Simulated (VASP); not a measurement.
Energy against volume of AlN (zinc blende). Calculation: HSE06 screened hybrid, VASP's PBE PAW potentials (set 64) (plane waves; VASP 6.6.1). Run with 520 eV cut-off, 8×8×8 Γ-centred mesh, Gaussian smearing of 0.050 eV, potentials Al N.

| V (Å³/atom) | E (eV/atom) |
|---|---|
| 9.697 | -8.67983 |
| 10.017 | -8.70498 |
| 10.336 | -8.71445 |
| 10.656 | -8.71046 |

Q: Fit these four points and predict the energy of the run at 10.976 Å³/atom.

A: A cubic in V^(−2/3), the third-order Birch-Murnaghan form, passes through the four points with V0 = 10.39 Å³/atom and B0 = 213 GPa, and gives -8.6948 eV/atom there. The run gave -8.6948 eV/atom, -0.0 meV/atom from the fit; all five points give B0 = 213 GPa.

The compound is AlN in the zinc blende structure, a metastable form; wurtzite is the usual one. It was relaxed first. The cell's shape comes from a PBE relaxation.
